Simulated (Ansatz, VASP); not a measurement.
# Ru (linear Ru chain): VASP beside Ansatz

One calculation is typed for both programs; each brings its own data sets. How far apart do they land? The structure shown is the end of the Ansatz relaxation below.

Main program and level: Ansatz 0.2.0; plane waves, with VASP 6.6.1 beside it; single point at PBE.

### 1. Starting point

The cell holds 1 atom: 1 Ru. Cell: a = 7.500 Å, b = 7.500 Å, c = 2.200 Å, α = 90.0°, β = 90.0°, γ = 90.0°. Vacuum lies along a and b. The structure's axis is c.

### 2. Ansatz: relaxation, PBE

Ansatz runs on its default PAW (the set named soft_2) files.

This run makes the geometry at which the two programs are then compared.

The input, input.yaml:

```yaml
crystal:
  lattice:
    - [7.5, 0.0, 0.0]
    - [0.0, 7.5, 0.0]
    - [0.0, 0.0, 2.7156]
  atoms:
    - { symbol: Ru, position: [0.5, 0.5, 0.0], spin: 2.0 }
magnetization:
  spin_polarized: true
kpoints:
  mp_grid: { grid: [1, 1, 30] }
scf:
  occupations: { method: fermi_dirac, width: 0.05 }
hamiltonian:
  xc: pbe
relax:
  cell: { fix: [a, b, alpha, beta, gamma] }
  max_steps: 60
```

Launch:

```bash
$ ansatz run input.yaml --threads 4 --pin off --max-ram 8192MiB --backend cpu --events-out ev --progress --plain --runs-dir out
```

Numbers of over 12 decimals in the logs are rounded to 6 here.

Output:

```text
Engine: ansatz 0.2.0, x86_64-unknown-linux-gnu
Pseudopotentials: kind: paw
Pseudopotential: Ru, paw, valence charge 16, recommended cutoff 420 eV (normal), Ru.paw.azcp
Functional definition: PBE
  parameter kappa = 0.804
  parameter beta = 0.066725
  exchange = pbe_x(kappa = kappa, mu = beta*pi^2/3)
  correlation = pbe_c(beta = beta)
Crystal: 1 atoms, lattice volume = 152.752 Å³
Basis set: ecut = 420 eV, 3033 PW (Γ), exchange–correlation on 108×108×40 points (8 copies of the dense FFT grid, shifted against one another)
Bands: 13, of which v1, the nominal top of the filled ones, is band 8 counted from 1 (7 counted from 0)
Symmetry: 16 space group operations
Space group: P4/mmm (ITA 123), of the structure as read, at distance tolerance 5.3e-5 Å
Magnetic group: BNS 123.339 (UNI 999), of the structure as read, at distance tolerance 5.3e-5 Å
k-points: 16 of 30
Non-local potential: Ru, projectors of the file, l = 0: 3, l = 1: 2, l = 2: 2, l = 3: 1
PAW form: soft (Blöchl's): semilocal exchange-correlation on the pseudo side does not see the compensation charge
PAW one-centre angular grid: Ru, 590 points (default); XC on 64 Gauss nodes
Initial density: superposition of atomic densities (neutral atoms: chi_scale 0, normalization atom)
Starting moments: Σ|m| = 2 μB on 1 of 1 site
Initial wavefunctions: pseudopotential atomic-orbital guess
Functional: x = pbe(κ = 0.804, μ = 0.219515), c = pbe(β = 0.066725)
iter 1 solved again at ethr=1.74e-3 eV; its pass at ethr=3.10e-3 eV (dr2=2.79e-1 eV) is discarded
SCF iter   1: F=—  HF=-5873.707884 eV  |F-HF|=—  |Δ(HF+E_count)|=         —  Δρ=1.26e-2 (↑8.69e-3 ↓1.26e-2)  dr2=2.84e-1  dr2_m=1.08e-1  M=2.227 μB ∫|m|=2.227 μB  β_m=0.30  ethr=1.74e-3  ⟨swp⟩=1.0  Hψ=2732  notcnv=0
Mixer restart at iter 1: flushing history
preconditioner: auto → LDOS  [metal: Δε(μ)=0.014 eV  Ē_g=4.750 eV  σ=0.050 eV  W_gap=0.07  n_scr=12 (ndim 8)  ℏωp=8.5 eV  f_vac=0.662  D(μ)=5.46/eV (n_scr^D=38)]
spin=Collinear: LDOS preconditioning applied to the charge; magnetization (m = ρ↑ − ρ↓) channel mixes plain (no charge-response kernel on spin).
SCF iter   2: F=—  HF=-5873.880151 eV  |F-HF|=—  |Δ(HF+E_count)|=         —  Δρ=2.19e-2 (↑1.48e-2 ↓2.19e-2)  dr2=2.23e-1  dr2_m=4.11e-1  M=3.095 μB ∫|m|=3.095 μB  β_m=1.00  ethr=1.74e-3  ⟨swp⟩=2.0  Hψ=492  notcnv=0
Mixer restart at iter 2: flushing history
SCF iter   3: F=—  HF=-5873.812333 eV  |F-HF|=—  |Δ(HF+E_count)|=   6.78e-2  Δρ=3.27e-3 (↑3.27e-3 ↓2.89e-3)  dr2=1.80e-2  dr2_m=5.02e-3  M=3.142 μB ∫|m|=3.143 μB  β_m=0.30  ethr=3.13e-4  ⟨swp⟩=3.0  Hψ=1033  notcnv=0
SCF iter   4: F=—  HF=-5873.820023 eV  |F-HF|=—  |Δ(HF+E_count)|=   7.69e-3  Δρ=2.26e-3 (↑2.26e-3 ↓2.00e-3)  dr2=7.63e-3  dr2_m=3.06e-3  M=3.151 μB ∫|m|=3.151 μB  β_m=0.60  ethr=1.12e-4  ⟨swp⟩=2.1  Hψ=736  notcnv=0  defer=2
SCF iter   5: F=—  HF=-5873.830996 eV  |F-HF|=—  |Δ(HF+E_count)|=   1.10e-2  Δρ=5.03e-4 (↑5.03e-4 ↓4.70e-4)  dr2=7.80e-4  dr2_m=2.12e-4  M=3.173 μB ∫|m|=3.173 μB  β_m=0.76  ethr=4.77e-5  ⟨swp⟩=2.8  Hψ=783  notcnv=0  defer=2
SCF iter   6: F=—  HF=-5873.831740 eV  |F-HF|=—  |Δ(HF+E_count)|=   7.44e-4  Δρ=9.34e-5 (↑9.34e-5 ↓8.37e-5)  dr2=5.72e-5  dr2_m=3.96e-6  M=3.181 μB ∫|m|=3.182 μB  β_m=0.84  ethr=4.87e-6  ⟨swp⟩=2.0  Hψ=702  notcnv=0  defer=2
SCF iter   7: F=—  HF=-5873.831743 eV  |F-HF|=—  |Δ(HF+E_count)|=   3.31e-6  Δρ=5.34e-5 (↑3.29e-5 ↓5.34e-5)  dr2=1.61e-5  dr2_m=6.39e-7  M=3.182 μB ∫|m|=3.182 μB  β_m=0.86  ethr=3.57e-7  ⟨swp⟩=2.3  Hψ=771  notcnv=0  defer=2
SCF iter   8: F=—  HF=-5873.831741 eV  |F-HF|=—  |Δ(HF+E_count)|=   1.57e-6  Δρ=1.31e-5 (↑8.89e-6 ↓1.31e-5)  dr2=3.69e-7  dr2_m=8.54e-8  M=3.182 μB ∫|m|=3.182 μB  β_m=0.89  ethr=1.00e-7  ⟨swp⟩=2.2  Hψ=615  notcnv=0  defer=2
SCF iter   9: F=—  HF=-5873.831742 eV  |F-HF|=—  |Δ(HF+E_count)|=   5.90e-7  Δρ=3.02e-6 (↑1.98e-6 ↓3.02e-6)  dr2=9.68e-9  dr2_m=6.06e-9  M=3.182 μB ∫|m|=3.182 μB  β_m=0.95  ethr=2.31e-9  ⟨swp⟩=2.6  Hψ=728  notcnv=0  defer=2
SCF iter  10: F=-5873.831742 eV  HF=-5873.831742 eV  |F-HF|=5.36e-10  |Δ(HF+E_count)|=   3.01e-8  Δρ=8.49e-7 (↑3.33e-7 ↓8.49e-7)  dr2=4.36e-10  dr2_m=4.07e-10  M=3.182 μB ∫|m|=3.182 μB  ethr=6.05e-11  ⟨swp⟩=2.1  Hψ=1421  notcnv=0
SCF 1 converged in 10 iterations: F = -5873.831742 eV  dr2 = 4.36e-10
  greatest PAW one-centre occupation: 1.002 electrons in one spin orbital (limit 2), on the Ru atom at site 0 (counted from 0), in its partial waves of l = 0
relax step   1: F+E_penalty+E_count = -5873.83174208 eV  Δ(F+E_penalty+E_count) = +0.000e0 eV  max|allowed force component| = 0.000e0 eV/Å  Δτ_max = 0.0000 Å  P = -1.458 GPa  Ω = 152.752 Å³  fix = [a, b, alpha, beta, gamma]  reactions: a -0.185, b -0.185 GPa  (10 SCF iters, dr2 threshold 1.00e-7 eV, accepted)
[...]
relax step   6: F+E_penalty+E_count = -5874.69113999 eV  Δ(F+E_penalty+E_count) = -1.514e-3 eV  max|allowed force component| = 0.000e0 eV/Å  Δτ_max = 0.0000 Å  P = -0.217 GPa  Ω = 124.040 Å³  energy of the carried Pulay correction = +1.099e-3 eV  fix = [a, b, alpha, beta, gamma]  reactions: a -0.186, b -0.186 GPa  (8 SCF iters, dr2 threshold 1.00e-7 eV, accepted)
[...]
relax step   7: F+E_penalty+E_count = -5874.69141333 eV  Δ(F+E_penalty+E_count) = -2.733e-4 eV  max|allowed force component| = 0.000e0 eV/Å  Δτ_max = 0.0000 Å  P = -0.128 GPa  Ω = 123.753 Å³  energy of the carried Pulay correction = +1.112e-3 eV  fix = [a, b, alpha, beta, gamma]  reactions: a -0.186, b -0.186 GPa  (5 SCF iters, dr2 threshold 1.00e-7 eV, accepted)
[...]
relax step   8: F+E_penalty+E_count = -5874.68911598 eV  Δ(F+E_penalty+E_count) = +2.297e-3 eV  max|allowed force component| = 0.000e0 eV/Å  Δτ_max = 0.0000 Å  P = -0.130 GPa  Ω = 123.753 Å³  fix = [a, b, alpha, beta, gamma]  reactions: a -0.188, b -0.188 GPa  stress off target by 1.33e-2 GPa on what of the cell is left free  SCF on the basis re-selected at this cell (its energy is not comparable with the rows above)  (10 SCF iters)
basis re-selected at this cell: Δ(F+E_penalty+E_count) = +2.297e-3 eV, ΔP = -0.002 GPa vs the last step (what re-selecting the basis moved, of the pressure what is left beyond the Pulay correction that the steps carried, after the strain that the cell walked since its last selection, with what the two solves' SCF thresholds leave and, on support functions, any second-order correction that the steps lacked; it is no measure of the basis error at this ecutwfc). The dense FFT grid was sized anew with the basis: this SCF ran on 54×54×15 points, the steps before it on 54×54×20, so part of this shift can come from that change (see relax.cell in the input reference). [rest of the remark cut]
SCF converged after 10 iterations
Magnetization: 0.9677 μB (8.4839 up, 7.5161 down)
Absolute magnetization: 0.9702 μB (∫|ρ↑−ρ↓|, with the PAW one-centre terms)
Spin contamination: 0.0019 ħ² per cell (⟨S²⟩ above its minimum at these occupations)
Per-site moments (μB) at R_I (Å): [(0.701391, 0.907520)]
Free energy (F): -5874.689116 eV
Harris-Foulkes:  -5874.689116 eV  (|F-HF|=1.82e-12)
Internal energy: -5874.672862 eV  (E = F + TS)
E sigma→0 (E₀):  -5874.680989 eV
Entropy (-TS):   -0.016254 eV (-16.254 meV/atom)
Fermi energy:    -1.882732 eV
--- Per-component energies (eV) ---
  E_band       = -444.015475
  E_kinetic    = 515.900515
  E_local      = -4659.008568  (includes V_loc(G=0)·N_el)
  E_nonlocal   = 348.845771
  E_hartree    = 1904.965234
  E_xc         = -186.872705
  E_vxc        = -233.989794  (∫ρ·V_xc dr)
  E_paw        = -3463.323211  (= ΣΔE_a)
  E_vpaw       = -225.693612  (= ΣTr[D̂ρ^β])
  E_aug_tail   = -0.000166  (compensation charges beyond the density's cutoff)
  E_ewald      = -335.179732
  E_smearing   = -0.016254  (= −TS)
  E_closure    = 0.000000  (closes the sum)
  Σ components = -5874.689116   (vs F -5874.689116, Δ=0.00e0)
--- Forces (eV/Å), atoms counted from 1 ---
  atom   1  Ru    -0.00000000    -0.00000000     0.00000000
  max |Σ_I F_I| component: 6.31e-29 eV/Å
--- Stress (GPa, compression-positive) ---
       -0.187999      -0.000000       0.000000
       -0.000000      -0.187999      -0.000000
        0.000000      -0.000000      -0.013340
  P = ⅓ Tr σ = -0.1298 GPa (-1.298 kbar)
--- Relaxed structure (7 steps of the walk, 7 accepted, 1 SCFs on fresh bases) ---
  F+E_penalty+E_count = -5874.68911598 eV   max|allowed force component| = 0.000e0 eV/Å   (the final SCF, on the basis selected at the relaxed cell)
  cell:  # Å, volume = 123.7527 Å³
    - [7.5, 0, 0]
    - [0, 7.5, 0]
    - [0, 0, 2.200048]
  atoms:
    - { symbol: Ru, position: [0.5, 0.5, 0.0] }
```

### 3. VASP: single point, PBE

The same cell, functional, mesh and smearing now go to VASP, with its own data sets.

Lines of VASP's logs that name or quote its potential files are left out, and so is its time.

The input, INCAR:

```
SYSTEM = Ru
PREC = Accurate
ENCUT = 500
EDIFF = 1E-06
NELM = 200
ISMEAR = -1
SIGMA = 0.05
LREAL = .FALSE.
ALGO = Normal
GGA = PE
NBANDS = 14
ISPIN = 2
MAGMOM = 0.7
LASPH = .TRUE.
LMAXMIX = 4
LORBIT = 11
LWAVE = .FALSE.
LCHARG = .FALSE.
ISIF = 2
GGA_COMPAT = .FALSE.
```

The input, POSCAR:

```
Ru
1.0
    7.5000000000      0.0000000000      0.0000000000
    0.0000000000      7.5000000000      0.0000000000
    0.0000000000      0.0000000000      2.2000479940
Ru
1
Direct
    0.5000000000      0.5000000000      0.0000000000
```

The input, KPOINTS:

```
Automatic mesh
0
Gamma
1 1 30
0 0 0
```

Potentials, in the order of the species: Ru_pv (PBE family, release 64).

Launch:

```bash
$ mpirun -np 1 vasp_std
```

Output:

```text
[banner, memory and clock lines left out]
running    1 mpi-ranks, on    1 nodes
 distrk:  each k-point on    1 cores,    1 groups
 distr:  one band on    1 cores,    1 groups

 POSCAR found type information on POSCAR Ru
 POSCAR found :  1 types and       1 ions
 LDA part: xc-table for (Slater+PW92), standard interpolation
 POSCAR, INCAR and KPOINTS ok, starting setup
 FFT: planning ... GRIDC
 FFT: planning ... GRID_SOFT
 FFT: planning ... GRID
 WAVECAR not read
 entering main loop
       N       E                     dE             d eps       ncg     rms          rms(c)
DAV:   1     0.602979096907E+02    0.60298E+02   -0.74535E+03  1192   0.710E+02
DAV:   2    -0.363783444739E+01   -0.63936E+02   -0.59005E+02  1036   0.179E+02
DAV:   3    -0.523114937643E+01   -0.15933E+01   -0.15114E+01  1010   0.256E+01
DAV:   4    -0.524997203478E+01   -0.18823E-01   -0.18807E-01  1338   0.265E+00
DAV:   5    -0.525032441998E+01   -0.35239E-03   -0.35234E-03  1148   0.273E-01    0.777E+00
DAV:   6    -0.521061922070E+01    0.39705E-01   -0.13682E-01   968   0.335E+00    0.421E+00
DAV:   7    -0.517605628752E+01    0.34563E-01   -0.72192E-02   952   0.171E+00    0.160E+00
DAV:   8    -0.519183081606E+01   -0.15775E-01   -0.14563E-02  1048   0.102E+00    0.586E-01
DAV:   9    -0.520790563204E+01   -0.16075E-01   -0.36856E-03   918   0.349E-01    0.120E-01
DAV:  10    -0.522348610506E+01   -0.15580E-01   -0.89897E-03   914   0.284E-01    0.514E-02
DAV:  11    -0.522400598859E+01   -0.51988E-03   -0.14058E-03   908   0.112E-01    0.301E-02
DAV:  12    -0.522400172251E+01    0.42661E-05   -0.92121E-05   964   0.441E-02    0.135E-02
DAV:  13    -0.522410689889E+01   -0.10518E-03   -0.85382E-05   896   0.410E-02    0.959E-03
DAV:  14    -0.522417503988E+01   -0.68141E-04   -0.41701E-05   908   0.252E-02    0.722E-03
DAV:  15    -0.522418088016E+01   -0.58403E-05   -0.11817E-05   920   0.170E-02    0.260E-03
DAV:  16    -0.522418171411E+01   -0.83395E-06   -0.29213E-06   838   0.802E-03
   1 F= -.52241817E+01 E0= -.52158812E+01  d E =-.166011E-01  mag=     0.9691
```

From OUTCAR (step 3):

```text
ion  position               nearest neighbor table
   1  0.500  0.500  0.000-

  LATTYP: Found a simple tetragonal cell.
 ALAT       =     7.5000000000
 C/A-ratio  =     0.2933397325

 Subroutine GETGRP returns: Found 16 space group operations
 (whereof 16 operations were pure point group operations)

The static configuration has the point symmetry D_4h.

 Found     16 irreducible k-points:

   k-points           NKPTS =     16   k-points in BZ     NKDIM =     16   number of bands    NBANDS=     14

   dimension x,y,z NGX =    56 NGY =   56 NGZ =   16
   dimension x,y,z NGXF=   112 NGYF=  112 NGZF=   32

   ENCUT  =  500.0 eV  36.75 Ry    6.06 a.u.  13.67 13.67  4.01*2*pi/ulx,y,z

   NELECT =      14.0000    total number of electrons

 k-points in reciprocal lattice and weights: Automatic mesh
   0.00000000  0.00000000  0.00000000       0.033
   0.00000000  0.00000000  0.03333333       0.067
   0.00000000  0.00000000  0.06666667       0.067
   0.00000000  0.00000000  0.10000000       0.067
   0.00000000  0.00000000  0.13333333       0.067
   0.00000000  0.00000000  0.16666667       0.067
   0.00000000  0.00000000  0.20000000       0.067
   0.00000000  0.00000000  0.23333333       0.067
   0.00000000  0.00000000  0.26666667       0.067
[...]
0.00000000  0.00000000  0.46666667       0.067
   0.00000000  0.00000000  0.50000000       0.033

 average (electrostatic) potential at core
       1 -82.3482

 E-fermi :  -3.0630

 spin component 1
 k-point     1 :       0.0000    0.0000    0.0000
  band No.  band energies     occupation
    ...
      3     -44.5842      1.00000
      4      -9.0478      1.00000
      5      -4.9196      1.00000
      6      -4.9129      1.00000
      7      -4.5533      1.00000
      8      -0.7789      0.00000
      9      -0.7789      0.00000
     10      -0.3757      0.00000
     11      -0.3757      0.00000
     12       1.6157      0.00000
    ...

 k-point     2 :       0.0000    0.0000    0.0333
  band No.  band energies     occupation
    ...
      3     -44.6216      1.00000
      4      -8.9533      1.00000
      5      -4.9040      1.00000
      6      -4.8974      1.00000
      7      -4.5219      1.00000
      8      -1.1128      0.00000
      9      -1.1128      0.00000
     10      -0.0974      0.00000
     11      -0.0974      0.00000
     12       1.6495      0.00000
    ...

 k-point     3 :       0.0000    0.0000    0.0667
  band No.  band energies     occupation
    ...
      3     -44.7314      1.00000
      4      -8.6731      1.00000
      5      -4.8576      1.00000
      6      -4.8512      1.00000
      7      -4.4272      1.00000
      8      -1.6453      0.00000
      9      -1.6453      0.00000
     10       0.2801      0.00000
     11       0.2801      0.00000
     12       1.7509      0.00000
    ...

 k-point     4 :       0.0000    0.0000    0.1000
  band No.  band energies     occupation
    ...
      3     -44.9071      1.00000
      4      -8.2178      1.00000
      5      -4.7817      1.00000
      6      -4.7757      1.00000
      7      -4.2679      1.00000
      8      -2.2413      0.00000
      9      -2.2413      0.00000
     10       0.6527      0.00000
     11       0.6527      0.00000
     12       1.9200      0.00000
    ...

 k-point     5 :       0.0000    0.0000    0.1333
  band No.  band energies     occupation
    ...
      3     -45.1383      1.00000
      4      -7.6054      1.00000
      5      -4.6785      1.00000
      6      -4.6730      1.00000
      7      -4.0411      1.00000
      8      -2.8741      0.02233
      9      -2.8741      0.02233
     10       1.0329      0.00000
     11       1.0329      0.00000
     12       2.1568      0.00000
    ...

 k-point     6 :       0.0000    0.0000    0.1667
  band No.  band energies     occupation
    ...
      5      -4.5511      1.00000
      6      -4.5463      1.00000
      7      -3.7402      1.00000
      8      -3.5212      0.99990
      9      -3.5212      0.99990
     10       1.4372      0.00000
     11       1.4372      0.00000
     12       2.4617      0.00000
     13       3.5224      0.00000
     14       5.5313      0.00000

  Total       -0.1535118     -0.1535118      0.2979747      0.0000000      0.0000000     -0.0000000
  in kB       -1.9874565     -1.9874565      3.8577610      0.0000000      0.0000000     -0.0000000
  external PRESSURE =      -0.0390507 kB  Pullay stress =       0.0000000 kB

  energy-cutoff  :      500.00
  volume of cell :      123.75
      direct lattice vectors                 reciprocal lattice vectors
     7.500000000  0.000000000  0.000000000     0.133333333  0.000000000  0.000000000
     0.000000000  7.500000000  0.000000000     0.000000000  0.133333333  0.000000000
     0.000000000  0.000000000  2.200047994     0.000000000  0.000000000  0.454535539

 POSITION                                       TOTAL-FORCE (eV/Angst)
 -----------------------------------------------------------------------------------
      3.75000      3.75000      0.00000         0.000000      0.000000      0.000000
 -----------------------------------------------------------------------------------
    total drift:                                0.000000      0.000000      0.000000

  FREE ENERGIE OF THE ION-ELECTRON SYSTEM (eV)
  ---------------------------------------------------
  free  energy   TOTEN  =        -5.2241817141 eV

  energy  without entropy=       -5.2075806212  energy(sigma->0) =       -5.21588117

 total charge
# of ion       s       p       d       tot
------------------------------------------
    1        0.354   6.088   6.223  12.664

 magnetization (x)
# of ion       s       p       d       tot
------------------------------------------
    1        0.020   0.003   0.847   0.870

[... 6 further parts left out ...]
```

### 4. Comparison

Known differences besides the potentials themselves: VASP starts from the moments at which Ansatz ended; the data sets hold 16 valence electrons in Ansatz (on its default PAW (the set named soft_2) files) and 14 in VASP; the cutoff is 420 eV in Ansatz and 500 eV in VASP; Ansatz's pressure holds a Pulay correction, VASP's none; site moments are counted in spheres of each program's own size. Total energies have different zeros and are not compared.

Compared:

| quantity | Ansatz | VASP | difference |
| --- | --- | --- | --- |
| pressure (GPa) | -0.13 | 0.00 | -0.13 |
| total moment (μB) | 0.97 | 0.97 | 0.00 |
| moment on Ru1 (μB) | 0.70 | 0.87 | -0.17 |

### 5. Results

```
difference in total moment (single point, PBE) : -0.0014 μB
```

In words: The difference in total moment is -0.0014 μB (single point, PBE). The data sets hold unlike numbers of valence electrons (16 in Ansatz and 14 in VASP), so part of the differences comes from the potentials. Such differences can come from data sets, numerical settings and the points named under the comparisons, not from the functional's error against experiment.

[Lines on the potential files, build, host, timing and source positions are cut from VASP's logs without a mark.]

[Logs are printed without paths, hosts, clocks, repeated set-up lines and the standing remarks that a program may print on its own settings, such as how far it seeks lower states.]

[Hosts, paths, dates, database ids (printed as entryN), source tags and the programs' standing remarks are cut or masked in the printed files.]
